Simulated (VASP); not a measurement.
# Nickel with LDA: from relaxation to properties, part 2 of 2

Aim: relax Nickel with LDA, compute its properties on that cell and hold them against experiment. Left out of this account: 1 further run (phonons: it ended without a result to show). The start is a cell from a database of measured crystal structures.

VASP 6.6.1, plane waves and PAW; the level of theory is named at each step.

Still holding for the runs below: The magnetic order is the only one that the search above brought to convergence with its moments; longer or canted patterns were not tried.

So far, moment of the cell, from the last line of the log (μB): step 2 (magnetic order: ferromagnetic) 0.571; step 6 (relaxing cell and atoms (LDA)) 0.571. The relaxed cell has a = 3.419 Å (conventional setting).

## Step 10: Total and projected DOS (LDA)

Here the states are counted by energy and projected on the atoms. The mesh is finer than in the run before.

Contents of INCAR:

```
SYSTEM = Ni
PREC = Accurate
ENCUT = 400
EDIFF = 1E-06
NELM = 100
ISMEAR = -5
SIGMA = 0.2
LREAL = .FALSE.
ALGO = Normal
GGA = CA
NBANDS = 17
ISPIN = 2
MAGMOM = 0.571
LASPH = .TRUE.
LMAXMIX = 4
LORBIT = 11
LWAVE = .FALSE.
LCHARG = .FALSE.
KPAR = 4
NEDOS = 2001
```

Contents of POSCAR:

```
Ni
1.0
    0.0000000000      1.7094510755      1.7094510755
    1.7094510755      0.0000000000      1.7094510755
    1.7094510755      1.7094510755      0.0000000000
Ni
1
Direct
    0.0000000000      0.0000000000      0.0000000000
```

Contents of KPOINTS:

```
Automatic mesh
0
Gamma
16 16 16
0 0 0
```

Potentials, in the order of the species: Ni (LDA family, release 64).

On the command line:

```sh
mpirun -np 4 vasp_std
```

Wall time 5.6 s (4 MPI ranks of Intel Xeon 6975P-C (Granite Rapids), shared host); peak memory 0.5 GiB; 19 s of CPU time.

With tetrahedra the forces and stress of a metal are not exact derivatives of the energy.

Numbers from this step:

| Quantity | Value |
| --- | --- |
| irreducible k-points | 145 |
| free energy (TOTEN) | -6.581 eV |
| Fermi energy | 10.31 eV |
| pressure | 0.04631 GPa |
| moment of the cell, from the last line of the log | 0.5571 μB |
| DOS at the Fermi level | 1.804 states/eV/cell |

The density of states has structure finer than the step of the table below, so its rows give means over 1 eV, whole bins alone (the curve runs from -12.0 to 7.96 eV). Peaks (eV: height): total down -3.6: 0.925, -1.8: 1.54, -0.9: 1.25, 0.1: 2.21; total up -4.1: 0.966, -2.3: 1.62, -0.5: 2.35; Ni d up -4.1: 0.809, -2.3: 1.52, -0.5: 2.31; Ni d down -3.6: 0.768, -1.8: 1.43, -0.9: 1.18, 0.1: 2.17; Ni p up -4.0: 0.0669, -3.7: 0.0689, -2.6: 0.102, -2.1: 0.0658.

States under -12.0 eV and over 8.0 eV are left out. Table of density of states by energy, zero at the Fermi level; means over each step; 7 of 8 lines; values in states/eV/cell:

```
energy (eV)  total down  total up  Ni d up  Ni d down  Ni p up  Ni p down  Ni s up
        -11           0         0        0          0        0          0        0
        -10      7.8e-5    2.9e-4        0          0        0          0   2.3e-4
         -9      0.0211    0.0224   3.4e-5     1.0e-5  0.00119    0.00108   0.0167
         -8      0.0422    0.0435  0.00107     8.6e-4  0.00497    0.00477   0.0292
         -7      0.0633    0.0668  0.00537    0.00410   0.0109     0.0104   0.0383
         -6      0.0989     0.116   0.0269     0.0172   0.0205     0.0189   0.0499
         -5       0.284     0.430    0.271      0.146   0.0384     0.0343   0.0756
         -4       0.657     0.807    0.677      0.509   0.0534     0.0492   0.0235
         -3       0.783      1.03    0.891      0.668   0.0749     0.0629   0.0101
         -2        1.19      1.11     1.02       1.05   0.0460     0.0759  0.00817
         -1        1.02      1.31     1.26      0.955   0.0190     0.0305  0.00584
          0        1.11     0.413    0.372       1.07   0.0210     0.0156   0.0106
          1       0.168     0.143   0.0859      0.123   0.0336     0.0258   0.0128
          2       0.143     0.130   0.0622     0.0818   0.0425     0.0381   0.0125
          3       0.130     0.120   0.0473     0.0601   0.0490     0.0469   0.0103
          4       0.111     0.102   0.0370     0.0450   0.0458     0.0456  0.00768
          5      0.0860    0.0786   0.0266     0.0320   0.0378     0.0390  0.00488
          6      0.0628    0.0543   0.0179     0.0219   0.0263     0.0303  0.00378
          7      0.0928     0.124   0.0482     0.0379   0.0252     0.0186   0.0399
```

The finer mesh and the other smearing move the Fermi level by +0.02 eV from the 11×11×11 run, a small shift, which tests the Fermi level alone. Of the states within 0.3 eV of the Fermi level, the largest shares in the PAW spheres are Ni d 95 %. The rest lies in smaller channels or between the spheres.

## Step 11: Core-level energies (LDA)

ICORELEVEL = 1 prints the core eigenvalues in the potential of the ground state.

Changes to INCAR since step 10:

```diff
@@ -5,3 +5,3 @@
 NELM = 100
-ISMEAR = -5
+ISMEAR = 1
 SIGMA = 0.2
@@ -10,3 +10,3 @@
 GGA = CA
-NBANDS = 17
+NBANDS = 12
 ISPIN = 2
@@ -19,2 +19,2 @@
 KPAR = 4
-NEDOS = 2001
+ICORELEVEL = 1
```

POSCAR is that of step 10.

Contents of KPOINTS:

```
Automatic mesh
0
Gamma
11 11 11
0 0 0
```

On the command line:

```sh
mpirun -np 4 vasp_std
```

Wall time 2.4 s (4 MPI ranks); peak memory 0.44 GiB.

These are scalar-relativistic Kohn-Sham levels of the ground state, with no core hole, so they are not binding energies.

This step gave:

| Item | Value |
| --- | --- |
| bands | 12 |
| irreducible k-points | 56 |
| free energy (TOTEN) | -6.585 eV |
| Fermi energy | 10.29 eV |
| pressure | -0.003452 GPa |
| moment of the cell, from the last line of the log | 0.5709 μB |

Kohn-Sham core levels. Core levels, by row:

```
atom  shell  level below the Fermi level (eV)
 Ni1     1s                              8164
 Ni1     2s                             970.1
 Ni1     2p                             835.5
 Ni1     3s                             102.2
 Ni1     3p                             63.24
```

## Step 12: Electric field gradients (LDA)

Field gradients probe how far the charge around each nucleus departs from cubic symmetry; LASPH keeps the non-spherical terms inside the spheres.

Changes to INCAR since step 11:

```diff
@@ -3,3 +3,3 @@
 ENCUT = 400
-EDIFF = 1E-06
+EDIFF = 1E-07
 NELM = 100
@@ -19,2 +19,2 @@
 KPAR = 4
-ICORELEVEL = 1
+LEFG = .TRUE.
```

POSCAR is that of step 11.

KPOINTS is that of step 11.

On the command line:

```sh
mpirun -np 4 vasp_std
```

Run time: 2.6 s. Hardware: 4 MPI ranks; peak memory 0.45 GiB; 7.3 s of CPU time.

This step gave:

| Quantity | Value |
| --- | --- |
| SCF cycles | 14 |
| pressure | -0.006424 GPa |
| moment of the cell, from the last line of the log | 0.5708 μB |

Electric field gradients, by row:

```
atom  Vxx (V/Å²)  Vyy (V/Å²)  Vzz (V/Å²)  asymmetry
 Ni1      -0.001      -0.001       0.002          -
```

All gradients vanish within the noise.

The run ends at a pressure of -0.01 GPa.

## Step 13: What came out

* relaxed volume: 9.991 Å³/atom
* relaxed conventional cell a, b, c: 3.419, 3.419, 3.419 Å
* space group after relaxing, within 0.02 Å: Fm-3m (No. 225)
* moment of the cell (16×16×16 mesh): 0.557 μB
* largest site moment (16×16×16 mesh): 0.557 μB on Ni1
* band gap: none, a metal
* DOS at the Fermi level: 1.80 states/eV/cell
* shallowest level of the frozen cores: Ni1 3p, 63.2 eV deep
* largest field gradient Vzz: zero within the noise on all sites

**Reading.** With LDA, Nickel relaxes to 9.991 Å³/atom in space group Fm-3m, comes out as a metal and keeps moments of up to 0.557 μB (16×16×16 mesh). Against the listed cell the volume lies -8.7 %. Bands along the symmetry lines (LDA), spin up: Of the bands kept, 1 crosses the Fermi level on this path. Bands along the symmetry lines (LDA), spin down: Of the bands kept, 4 cross the Fermi level on this path. The k-sampling is coarse for a metal, so the Fermi level, moments, pressures and the shape of the cell carry errors. Only a few collinear orders were tried, on the cell as listed. No search among competing phases was made. All values are for a static lattice at zero temperature.

Computed beside measured:

| quantity | measured | LDA |
| --- | --- | --- |
| lattice constant a (Å) | 3.523 | 3.419 (-3.0 %) |

Measured values from pmc:2430951 (2008).

How well it matches: The lattice constant a is off by -3.0 %: a clear miss. The grades are ours: good and fair within 0.7 and 1.5 % for the lattice constant a. Zero-point motion and thermal expansion are not in the computed lattice constants.

[Lines on the potential files, build, host, timing and source positions are cut from VASP's logs without a mark.]

[Logs are printed without paths, hosts, clocks, repeated set-up lines and the standing remarks that a program may print on its own settings, such as how far it seeks lower states.]

[Hosts, paths, dates, database ids (printed as entryN), source tags and the programs' standing remarks are cut or masked in the printed files.]

[A measured line is paired with the nearest computed mode of its activity, which favours agreement.]
